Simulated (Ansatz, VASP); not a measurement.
**Sn: VASP beside Ansatz**

Aim: how closely do two programs agree when they are given the same cell, functional and k mesh? Of the first pair: The cell is taken from a series of runs on this material, whose earlier steps may have relaxed, scaled, displaced or heated it; both programs get it as it stands.

Calculated with Ansatz 0.2.0; plane waves, with VASP 6.6.1 beside it; relaxation of cell and atoms at PBE with D4, relaxation of cell and atoms at RPBE and relaxation of cell and atoms at r2SCAN with rVV10.

## 1. The starting structure

Symmetry: I4_1/amd, No. 141, tetragonal system. The conventional cell has a = 5.832 Å, b = 5.832 Å, c = 3.182 Å, α = 90.00°, β = 90.00°, γ = 90.00°. Nearest to Sn lie 6 Sn at 3.02 to 3.18 Å.

## 2. VASP: relaxation of cell and atoms, PBE with D4

The relaxed volume is the usual yardstick between codes: in a stiff, nearly cubic crystal its relative difference is about their pressure difference at one cell divided by the bulk modulus.

Lines of VASP's logs that name or quote its potential files are left out, and so is its time.

INCAR reads:

```
SYSTEM = Sn
PREC = Accurate
ENCUT = 500
EDIFF = 1E-07
NELM = 120
ISMEAR = -1
SIGMA = 0.05
LREAL = .FALSE.
ALGO = Normal
GGA = PE
IVDW = 13
NBANDS = 20
LORBIT = 11
LWAVE = .FALSE.
LCHARG = .FALSE.
ISIF = 3
IBRION = 2
NSW = 80
EDIFFG = -0.005
LASPH = .TRUE.
GGA_COMPAT = .FALSE.
NELMIN = 4
KPAR = 2
```

POSCAR reads:

```
Sn
1.0
   -2.9161500000      2.9161500000      1.5911500000
    2.9161500000     -2.9161500000      1.5911500000
    2.9161500000      2.9161500000     -1.5911500000
Sn
2
Direct
    0.0000000000      0.0000000000      0.0000000000
    0.7500000000      0.2500000000      0.5000000000
```

KPOINTS reads:

```
Automatic mesh
0
Gamma
12 12 12
0 0 0
```

Potentials, in the order of the species: Sn_d (PBE family, release 64).

Command:

```console
> mpirun -np 2 vasp_std
```

Numbers of over 12 decimals in the logs are rounded to 6 here.

Output:

```text
[banner, memory and clock lines left out]
running    2 mpi-ranks, on    1 nodes
 distrk:  each k-point on    1 cores,    2 groups
 distr:  one band on    1 cores,    1 groups

 POSCAR found type information on POSCAR Sn
 POSCAR found :  1 types and       2 ions
 LDA part: xc-table for (Slater+PW92), standard interpolation
 POSCAR, INCAR and KPOINTS ok, starting setup
 FFT: planning ... GRIDC
 FFT: planning ... GRID_SOFT
 FFT: planning ... GRID
 WAVECAR not read
 entering main loop
       N       E                     dE             d eps       ncg     rms          rms(c)
DAV:   1     0.213624911438E+03    0.21362E+03   -0.14259E+04  6580   0.214E+03
DAV:   2     0.133832482562E+02   -0.20024E+03   -0.19669E+03  6548   0.446E+02
DAV:   3    -0.697093044026E+01   -0.20354E+02   -0.20169E+02  7452   0.135E+02
DAV:   4    -0.759058577355E+01   -0.61966E+00   -0.61921E+00  7448   0.261E+01
DAV:   5    -0.761620514229E+01   -0.25619E-01   -0.25619E-01  8904   0.496E+00    0.240E+00
DAV:   6    -0.759990992389E+01    0.16295E-01   -0.33898E-02  8912   0.263E+00    0.134E+00
DAV:   7    -0.759571646151E+01    0.41935E-02   -0.19487E-02  8840   0.204E+00    0.169E-01
DAV:   8    -0.759565733226E+01    0.59129E-04   -0.20517E-03  8032   0.615E-01    0.387E-02
DAV:   9    -0.759566181819E+01   -0.44859E-05   -0.61350E-05  8792   0.744E-02    0.154E-02
DAV:  10    -0.759566060886E+01    0.12093E-05   -0.86614E-06  8432   0.389E-02    0.152E-03
DAV:  11    -0.759566079057E+01   -0.18171E-06   -0.47667E-07  7516   0.893E-03    0.128E-03
DAV:  12    -0.759566040060E+01    0.38998E-06   -0.44254E-08  4552   0.254E-03    0.287E-04
DAV:  13    -0.759566042636E+01   -0.25761E-07   -0.79755E-09  4176   0.113E-03
   1 F= -.84520571E+01 E0= -.84482239E+01  d E =-.845206E+01
[...]
2 F= -.84523217E+01 E0= -.84484382E+01  d E =-.264595E-03
[...]
3 F= -.84523223E+01 E0= -.84484367E+01  d E =-.265175E-03
 curvature:  -0.52 expect dE=-0.378E-04 dE for cont linesearch -0.184E-09
 trial: gam= 0.14669 g(F)=  0.569E-48 g(S)=  0.727E-04 ort = 0.418E-06 (trialstep = 0.101E+01)
 search vector abs. value=  0.834E-04
 bond charge predicted
       N       E                     dE             d eps       ncg     rms          rms(c)
DAV:   1    -0.759888259541E+01    0.13846E-03   -0.19580E-02  8040   0.176E+00    0.150E-01
DAV:   2    -0.759827144152E+01    0.61115E-03   -0.12256E-03  8256   0.563E-01    0.786E-02
DAV:   3    -0.759805856522E+01    0.21288E-03   -0.54676E-04  8772   0.361E-01    0.147E-02
DAV:   4    -0.759805961649E+01   -0.10513E-05   -0.63222E-05  7492   0.959E-02    0.494E-03
DAV:   5    -0.759805986329E+01   -0.24680E-06   -0.24177E-06  9232   0.198E-02    0.189E-03
DAV:   6    -0.759805992005E+01   -0.56758E-07   -0.31205E-07  6304   0.667E-03
   4 F= -.84523656E+01 E0= -.84484796E+01  d E =-.432560E-04
 trial-energy change:   -0.000043  1 .order   -0.000040   -0.000073   -0.000006
 step:   1.0769(harm=  1.0999)  dis= 0.00000  next Energy=    -8.452366 (dE=-0.435E-04)
 reached required accuracy - stopping structural energy minimisation
```

OUTCAR, selected parts (step 2):

```text
ion  position               nearest neighbor table
   1  0.000  0.000  0.000-   2 3.02   2 3.02   2 3.02   2 3.02
   2  0.750  0.250  0.500-   1 3.02   1 3.02   1 3.02   1 3.02

  LATTYP: Found a body centered tetragonal cell.
 ALAT       =     5.8323000000
 C/A-ratio  =     0.5456337980

 Subroutine GETGRP returns: Found 16 space group operations
 (whereof  8 operations were pure point group operations)

The static configuration has the point symmetry D_2d.
 The point group associated with its full space group is D_4h.

 Found    163 irreducible k-points:

   k-points           NKPTS =    163   k-points in BZ     NKDIM =    163   number of bands    NBANDS=     20

   dimension x,y,z NGX =    32 NGY =   32 NGZ =   32
   dimension x,y,z NGXF=    64 NGYF=   64 NGZF=   64

   ENCUT  =  500.0 eV  36.75 Ry    6.06 a.u.   8.06  8.06  8.06*2*pi/ulx,y,z

   NELECT =      28.0000    total number of electrons

 k-points in reciprocal lattice and weights: Automatic mesh
   0.00000000  0.00000000  0.00000000       0.001
   0.08333333  0.00000000 -0.00000000       0.005
   0.16666667  0.00000000  0.00000000       0.005
   0.25000000  0.00000000 -0.00000000       0.005
   0.33333333  0.00000000 -0.00000000       0.005
   0.41666667 -0.00000000  0.00000000       0.005
   0.50000000  0.00000000 -0.00000000       0.002
   0.08333333  0.08333333 -0.00000000       0.005
   0.16666667  0.08333333 -0.00000000       0.009
[...]
-0.41666667 -0.41666667  0.41666667       0.001
   0.50000000  0.50000000  0.50000000       0.001

 average (electrostatic) potential at core
       1 -99.0634       2 -99.0634

 E-fermi :   7.9768

 k-point     1 :       0.0000    0.0000    0.0000
  band No.  band energies     occupation
    ...
     10     -13.1876      2.00000
     11      -3.1575      2.00000
     12       4.3115      2.00000
     13       5.9866      2.00000
     14       5.9866      2.00000
     15      10.9398      0.00000
     16      14.1790      0.00000
     17      14.1790      0.00000
     18      14.8768      0.00000
     19      14.9796      0.00000
    ...

 k-point     2 :       0.0833    0.0000   -0.0000
  band No.  band energies     occupation
    ...
     10     -13.1923      2.00000
     11      -3.0193      2.00000
     12       4.1175      2.00000
     13       5.9990      2.00000
     14       6.4436      2.00000
     15      11.1728      0.00000
     16      13.4080      0.00000
     17      13.7987      0.00000
     18      14.0374      0.00000
     19      14.1749      0.00000
    ...

 k-point     3 :       0.1667    0.0000    0.0000
  band No.  band energies     occupation
    ...
     10     -13.2045      2.00000
     11      -2.6043      2.00000
     12       3.8577      2.00000
     13       6.0578      2.00000
     14       7.4665      1.99993
     15      11.2101      0.00000
     16      11.8260      0.00000
     17      11.8966      0.00000
     18      13.0891      0.00000
     19      13.8491      0.00000
    ...

  DFT-D4 for vdW energy calculation

  Edisp (eV):   -0.85431

  Total       0.00188     0.00188    -0.00405     0.00000     0.00000     0.00000
  in kB       0.05558     0.05558    -0.11959     0.00000     0.00000     0.00000
  external pressure =       -0.00 kB  Pullay stress =        0.00 kB

  energy-cutoff  :      500.00
  volume of cell :       54.26
      direct lattice vectors                 reciprocal lattice vectors
    -2.923504326  2.923504326  1.587272744     0.000000000  0.171027624  0.315005724
     2.923504326 -2.923504326  1.587272744     0.171027624  0.000000000  0.315005724
     2.923504326  2.923504326 -1.587272744     0.171027624  0.171027624  0.000000000

 POSITION                                       TOTAL-FORCE (eV/Angst)
 -----------------------------------------------------------------------------------
      2.92350     -2.92350      1.58727         0.000000     -0.000000      0.000000
     -0.00000      2.92350      0.79364        -0.000000      0.000000     -0.000000
 -----------------------------------------------------------------------------------
    total drift:                                0.000000     -0.000000      0.000000

  FREE ENERGIE OF THE ION-ELECTRON SYSTEM (eV)
  ---------------------------------------------------
  free  energy   TOTEN  =        -8.4523655663 eV

  energy  without entropy=       -8.4445936138  energy(sigma->0) =       -8.44847959

 reached required accuracy - stopping structural energy minimisation

 total charge
# of ion       s       p       d       tot
------------------------------------------
    1        1.235   1.015   9.976  12.226
    2        1.235   1.015   9.976  12.226
--------------------------------------------------
tot          2.470   2.031  19.952  24.452

[... 3 further parts left out ...]
```

Dispersion corrections of this kind ignore metallic screening and tend to overbind metals.

## 3. Ansatz: relaxation of cell and atoms, PBE with D4

Ansatz runs on its default PAW (the set named soft_2) files.

The same cell, functional, mesh and smearing now go to Ansatz, which takes its cutoff from its data sets.

input.yaml reads:

```yaml
crystal:
  lattice:
    - [-2.91615, 2.91615, 1.59115]
    - [2.91615, -2.91615, 1.59115]
    - [2.91615, 2.91615, -1.59115]
  atoms:
    - { symbol: Sn, position: [0.0, 0.0, 0.0] }
    - { symbol: Sn, position: [0.75, 0.25, 0.5] }
kpoints:
  mp_grid: { grid: [12, 12, 12] }
scf:
  occupations: { method: fermi_dirac, width: 0.05 }
hamiltonian:
  xc: pbe
  pseudopotentials: { kind: paw }
  dispersion: d4
relax:
  f_tol: 0.01
  max_steps: 60
  cell: { stress_tol: 0.02 }
output:
  forces: true
  stress: true
```

Command:

```console
> ansatz run input.yaml --threads 4 --pin off --max-ram 8192MiB --backend cpu --events-out ev --progress --plain --runs-dir out
```

Output:

```text
Engine: ansatz 0.2.0, aarch64-unknown-linux-gnu
Pseudopotentials: kind: paw
Pseudopotential: Sn, paw, valence charge 14, recommended cutoff 420 eV (normal), Sn.paw.azcp
Functional definition: PBE
  parameter kappa = 0.804
  parameter beta = 0.066725
  exchange = pbe_x(kappa = kappa, mu = beta*pi^2/3)
  correlation = pbe_c(beta = beta)
Crystal: 2 atoms, lattice volume = 54.124 Å³
Basis set: ecut = 420 eV, 1061 PW (Γ), exchange–correlation on 60×60×60 points (8 copies of the dense FFT grid, shifted against one another)
Bands: 18, of which v1, the nominal top of the filled ones, is band 14 counted from 1 (13 counted from 0)
Symmetry: 16 space group operations
Space group: I41/amd (ITA 141), of the structure as read, at distance tolerance 3.8e-5 Å
k-points: 163 of 1728
Non-local potential: Sn, projectors of the file, l = 0: 2, l = 1: 2, l = 2: 2, l = 3: 2
PAW form: soft (Blöchl's): semilocal exchange-correlation on the pseudo side does not see the compensation charge
PAW one-centre angular grid: Sn, 590 points (default); XC on 64 Gauss nodes
Initial density: superposition of atomic densities (neutral atoms: chi_scale 0, normalization atom), corrected by the library's trained network
Initial wavefunctions: pseudopotential atomic-orbital guess
Functional: x = pbe(κ = 0.804, μ = 0.219515), c = pbe(β = 0.066725)
SCF iter   1: F=—  HF=-12049.185125 eV  |F-HF|=—  |Δ(HF+E_count)|=         —  Δρ=1.08e-3  dr2=3.44e-4  ethr=1.77e-3  ⟨swp⟩=6.1  Hψ=14964  notcnv=0
preconditioner: auto → Kerker (q_TF=auto, 2.444 Å⁻¹)  [metal: Δε(μ)=0.018 eV  Ē_g=20.275 eV  σ=0.050 eV  W_gap=0.09  n_scr=16 (ndim 8)  ℏωp=26.7 eV  f_vac=0.000  D(μ)=0.95/eV (n_scr^D=4)]
SCF iter   2: F=—  HF=-12049.184099 eV  |F-HF|=—  |Δ(HF+E_count)|=   1.03e-3  Δρ=6.59e-4  dr2=1.82e-4  ethr=1.23e-6  ⟨swp⟩=2.0  Hψ=6532  notcnv=0
SCF iter   3: F=—  HF=-12049.184088 eV  |F-HF|=—  |Δ(HF+E_count)|=   1.11e-5  Δρ=3.71e-4  dr2=5.83e-5  ethr=6.50e-7  ⟨swp⟩=2.4  Hψ=5252  notcnv=0
SCF iter   4: F=—  HF=-12049.184119 eV  |F-HF|=—  |Δ(HF+E_count)|=   3.15e-5  Δρ=1.55e-4  dr2=7.30e-6  ethr=2.08e-7  ⟨swp⟩=2.0  Hψ=5222  notcnv=0
SCF iter   5: F=—  HF=-12049.184113 eV  |F-HF|=—  |Δ(HF+E_count)|=   5.84e-6  Δρ=5.53e-5  dr2=9.51e-7  ethr=2.61e-8  ⟨swp⟩=2.0  Hψ=4578  notcnv=0
SCF iter   6: F=-12049.184113 eV  HF=-12049.184113 eV  |F-HF|=4.86e-9  |Δ(HF+E_count)|=   6.42e-7  Δρ=5.00e-6  dr2=7.99e-9  ethr=3.57e-10  ⟨swp⟩=3.4  Hψ=13437  notcnv=0
SCF 1 converged in 6 iterations: F = -12049.184113 eV  dr2 = 7.99e-9
  greatest PAW one-centre occupation: 0.991 electrons in one spin orbital (limit 2), on the Sn atom at site 1 (counted from 0), in its partial waves of l = 2
relax step   1: F+E_penalty+E_count = -12049.18411256 eV  Δ(F+E_penalty+E_count) = +0.000e0 eV  max|allowed force component| = 6.939e-18 eV/Å  Δτ_max = 0.0000 Å  P = +0.199 GPa  Ω = 54.124 Å³  (6 SCF iters, dr2 threshold 1.00e-7 eV, accepted)
[...]
relax step   2: F+E_penalty+E_count = -12049.18435709 eV  Δ(F+E_penalty+E_count) = -2.445e-4 eV  max|allowed force component| = 8.674e-19 eV/Å  Δτ_max = 0.0000 Å  P = -0.105 GPa  Ω = 54.410 Å³  energy of the carried Pulay correction = -5.971e-5 eV  (3 SCF iters, dr2 threshold 2.00e-7 eV, accepted)
[...]
relax step   3: F+E_penalty+E_count = -12049.18441419 eV  Δ(F+E_penalty+E_count) = -5.709e-5 eV  max|allowed force component| = 3.469e-18 eV/Å  Δτ_max = 0.0000 Å  P = -0.015 GPa  Ω = 54.318 Å³  energy of the carried Pulay correction = -4.060e-5 eV  (3 SCF iters, dr2 threshold 4.69e-8 eV, accepted)
[...]
relax step   4: F+E_penalty+E_count = -12049.18441916 eV  Δ(F+E_penalty+E_count) = -4.975e-6 eV  max|allowed force component| = 3.469e-18 eV/Å  Δτ_max = 0.0000 Å  P = +0.000 GPa  Ω = 54.302 Å³  energy of the carried Pulay correction = -3.726e-5 eV  (3 SCF iters, dr2 threshold 2.37e-9 eV, accepted)
[...]
relax step   5: F+E_penalty+E_count = -12049.18445655 eV  Δ(F+E_penalty+E_count) = -3.739e-5 eV  max|allowed force component| = 3.469e-18 eV/Å  Δτ_max = 0.0000 Å  P = +0.000 GPa  Ω = 54.302 Å³  stress off target by 1.53e-3 GPa  SCF on the basis re-selected at this cell (its energy is not comparable with the rows above)  (5 SCF iters)
basis re-selected at this cell: Δ(F+E_penalty+E_count) = -3.739e-5 eV, ΔP = -0.000 GPa vs the last step (what re-selecting the basis moved, of the pressure what is left beyond the Pulay correction that the steps carried, after the strain that the cell walked since its last selection, with what the two solves' SCF thresholds leave and, on support functions, any second-order correction that the steps lacked; it is no m [...]
SCF converged after 5 iterations
Free energy (F): -12049.184457 eV
Harris-Foulkes:  -12049.184457 eV  (|F-HF|=7.28e-12)
Internal energy: -12049.176677 eV  (E = F + TS)
E sigma→0 (E₀):  -12049.180567 eV
Entropy (-TS):   -0.007779 eV (-3.890 meV/atom)
Fermi energy:    10.734756 eV
--- Per-component energies (eV) ---
  E_band       = -164.218432
  E_kinetic    = 373.526998
  E_local      = -1700.327714  (includes V_loc(G=0)·N_el)
  E_nonlocal   = -64.707720
  E_hartree    = 1065.001217
  E_xc         = -765.345740
  E_vxc        = -192.403220  (∫ρ·V_xc dr)
  E_paw        = -8272.482850  (= ΣΔE_a)
  E_vpaw       = -710.309202  (= ΣTr[D̂ρ^β])
  E_aug_tail   = -0.000001  (compensation charges beyond the density's cutoff)
  E_ewald      = -2683.986723
  E_disp       = -0.854145  (pairwise vdW)
  E_smearing   = -0.007779  (= −TS)
  E_closure    = 0.000000  (closes the sum)
  Σ components = -12049.184457   (vs F -12049.184457, Δ=0.00e0)
--- Forces (eV/Å), atoms counted from 1 ---
  atom   1  Sn    -0.00000000     0.00000000     0.00000000
  atom   2  Sn     0.00000000     0.00000000     0.00000000
  max |Σ_I F_I| component: 6.94e-18 eV/Å
--- Stress (GPa, compression-positive) ---
        0.001103      -0.000000      -0.000000
       -0.000000       0.001103       0.000000
       -0.000000       0.000000      -0.001533
  P = ⅓ Tr σ = 0.0002 GPa (0.002 kbar)
--- Relaxed structure (4 steps of the walk, 4 accepted, 1 SCFs on fresh bases) ---
  F+E_penalty+E_count = -12049.18445655 eV   max|allowed force component| = 3.469e-18 eV/Å   (the final SCF, on the basis selected at the relaxed cell)
  cell:  # Å, volume = 54.3018 Å³
    - [-2.924304, 2.924304, 1.587483]
    - [2.924304, -2.924304, 1.587483]
    - [2.924304, 2.924304, -1.587483]
  atoms:
    - { symbol: Sn, position: [0, 0, 0.0] }
    - { symbol: Sn, position: [0.75, 0.25, 0.5] }
```

The column dr2 measures how far the density is from self-consistency, as an energy; F and HF (Harris–Foulkes) agree once it is small.

## 4. Side by side

Known differences besides the potentials themselves: the cutoff is 420 eV in Ansatz and 500 eV in VASP; Ansatz adds a Pulay correction to the stress that steers its cell, VASP none. Total energies have different zeros and are not compared.

The two programs side by side:

```tsv
quantity	Ansatz	VASP	difference
volume (Å³)	54.30	54.26	+0.07 %
edge a after relaxation, in the typed setting (Å)	4.430	4.429	+0.02 %
```

## 5. VASP: relaxation of cell and atoms, RPBE

The relaxed volume is the usual yardstick between codes: in a stiff, nearly cubic crystal its relative difference is about their pressure difference at one cell divided by the bulk modulus.

Changes to INCAR since step 2:

```diff
@@ -9,4 +9,3 @@
 ALGO = Normal
-GGA = PE
-IVDW = 13
+GGA = RP
 NBANDS = 20
```

POSCAR reads:

```
Sn
1.0
   -2.9954075490      2.9954075490      1.6304727283
    2.9954075490     -2.9954075490      1.6304727283
    2.9954075490      2.9954075490     -1.6304727283
Sn
2
Direct
    0.0000000000      0.0000000000      0.0000000000
    0.7500000000      0.2500000000      0.5000000000
```

KPOINTS is that of step 2.

Command:

```console
> mpirun -np 2 vasp_std
```

Output:

```text
[banner, memory and clock lines left out]
running    2 mpi-ranks, on    1 nodes
[...]
|                                                                             |
|               ----> ADVICE to this user running VASP <----                  |
|                                                                             |
|     You enforced a specific xc type in the INCAR file but a different       |
|     [... a line on the potential file left out ...]
|     I HOPE YOU KNOW WHAT YOU ARE DOING!                                     |
|                                                                             |

 LDA part: xc-table for (Slater+PW92), standard interpolation
 POSCAR, INCAR and KPOINTS ok, starting setup
[...]
entering main loop
       N       E                     dE             d eps       ncg     rms          rms(c)
DAV:   1     0.213473178226E+03    0.21347E+03   -0.14289E+04  6556   0.208E+03
DAV:   2     0.142394785417E+02   -0.19923E+03   -0.19584E+03  6560   0.442E+02
[...]
DAV:  12    -0.687812507393E+01    0.46758E-06   -0.91964E-08  4868   0.387E-03    0.410E-04
DAV:  13    -0.687812513286E+01   -0.58922E-07   -0.12692E-08  4172   0.146E-03
   1 F= -.68781251E+01 E0= -.68738462E+01  d E =-.687813E+01
[...]
N       E                     dE             d eps       ncg     rms          rms(c)
DAV:   1    -0.687825009087E+01   -0.12502E-03   -0.27238E-03  7516   0.771E-01    0.590E-02
DAV:   2    -0.687815361571E+01    0.96475E-04   -0.18118E-04  8244   0.214E-01    0.282E-02
DAV:   3    -0.687812784936E+01    0.25766E-04   -0.72939E-05  8856   0.130E-01    0.474E-03
DAV:   4    -0.687812919686E+01   -0.13475E-05   -0.57808E-06  7740   0.289E-02    0.136E-03
DAV:   5    -0.687812944167E+01   -0.24481E-06   -0.23724E-07  5896   0.575E-03    0.598E-04
DAV:   6    -0.687812956848E+01   -0.12681E-06   -0.48058E-08  3880   0.277E-03    0.689E-05
DAV:   7    -0.687812955817E+01    0.10307E-07   -0.10212E-08  3712   0.123E-03
   2 F= -.68781296E+01 E0= -.68738590E+01  d E =-.442532E-05
 trial-energy change:   -0.000004  1 .order   -0.000004   -0.000008    0.000000
 step:   0.9872(harm=  0.9872)  dis= 0.00000  next Energy=    -6.878129 (dE=-0.407E-05)
 reached required accuracy - stopping structural energy minimisation
```

OUTCAR, selected parts (step 5):

```text
  Total        0.0005451      0.0005451      0.0072259      0.0000000      0.0000000      0.0000000
  in kB        0.0149346      0.0149346      0.1979602      0.0000000      0.0000000      0.0000000
  external PRESSURE =       0.0759432 kB  Pullay stress =       0.0000000 kB

 POSITION                                       TOTAL-FORCE (eV/Angst)
 -----------------------------------------------------------------------------------
      0.00000      5.98893      0.00000         0.000000     -0.000000      0.000000
      0.00000      2.99446      0.81526        -0.000000      0.000000     -0.000000
 -----------------------------------------------------------------------------------
    total drift:                                0.000000      0.000000     -0.000000

  FREE ENERGIE OF THE ION-ELECTRON SYSTEM (eV)
  ---------------------------------------------------
  free  energy   TOTEN  =        -6.8781295582 eV

  energy  without entropy=       -6.8695883446  energy(sigma->0) =       -6.87385895

[... 2 parts as in an earlier step ...]

[... 2 further parts left out ...]
[key lines of the parts left out:]
E-fermi :   7.2038
```

[end of part 1 of 2]

[Lines on the potential files, build, host, timing and source positions are cut from VASP's logs without a mark.]

[Logs are printed without paths, hosts, clocks, repeated set-up lines and the standing remarks that a program may print on its own settings, such as how far it seeks lower states.]

[Hosts, paths, dates, database ids (printed as entryN), source tags and the programs' standing remarks are cut or masked in the printed files.]
